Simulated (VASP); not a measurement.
Input for VASP

**POSCAR**
```
TiC
1
    0.0000000000     2.1320753291     2.1320753291
    2.1320753291     0.0000000000     2.1320753291
    2.1320753291     2.1320753291     0.0000000000
Ti C
1 1
Direct
  0.0000000000   0.0000000000   0.0000000000
  0.5000000000   0.5000000000   0.5000000000
```

**KPOINTS**
```
K-points
0
G
15 15 15
0 0 0
```

INCAR:
```
! general
SYSTEM =TiC
PREC   =Accurate
ENCUT  =620   ! plane-wave cut-off (eV)
LREAL  =F
LASPH  =T

! electronic loop
EDIFF  =1E-6   ! SCF stop (eV)
NELM   =100
ALGO   =Normal
LMAXMIX=4   ! l cut-off of mixed one-centre charges

! smearing
ISMEAR =1
SIGMA  =0.1

! ions
IBRION =2   ! conjugate gradients
NSW    =40   ! most ionic steps
ISIF   =3   ! ions, shape and volume
EDIFFG =-0.02

! output
LWAVE  =F
LCHARG =F
```

POTCAR, in this order: Ti_sv C (LDA.64 set). Program: vasp_std.

### Question
Translate this LDA calculation to Ansatz.

### Answer
One equivalent input (not run):
Ansatz 0.2 input:
```yaml
crystal:
  lattice:
    - [0.0000000, 2.1320753, 2.1320753]
    - [2.1320753, 0.0000000, 2.1320753]
    - [2.1320753, 2.1320753, 0.0000000]
  atoms:
    - { symbol: Ti, position: [0.0000000, 0.0000000, 0.0000000] }
    - { symbol: C, position: [0.5000000, 0.5000000, 0.5000000] }
kpoints:
  mp_grid: { grid: [15, 15, 15] }
hamiltonian:
  xc: lda
  pseudopotentials: { kind: paw }
scf:
  occupations: { method: methfessel_paxton, width: 0.1 }
  max_iter: 100
relax:
  max_steps: 40
  f_tol: 0.02
  cell: {}
output: { forces: true, stress: true, eigenvalues: true }
```
What does not carry over: each code has its own PAW files, so the cut-off isn't converted (ENCUT is set for VASP's; basis.ecutwfc is left out, and Ansatz then takes the one that its files recommend); Ansatz stops its SCF on the density residual and VASP on the energy change (EDIFF); Ansatz's lda is the Perdew-Wang form, while the LDA potentials of VASP carry Perdew-Zunger's.

The compound is TiC in the rock salt structure. It was relaxed first.
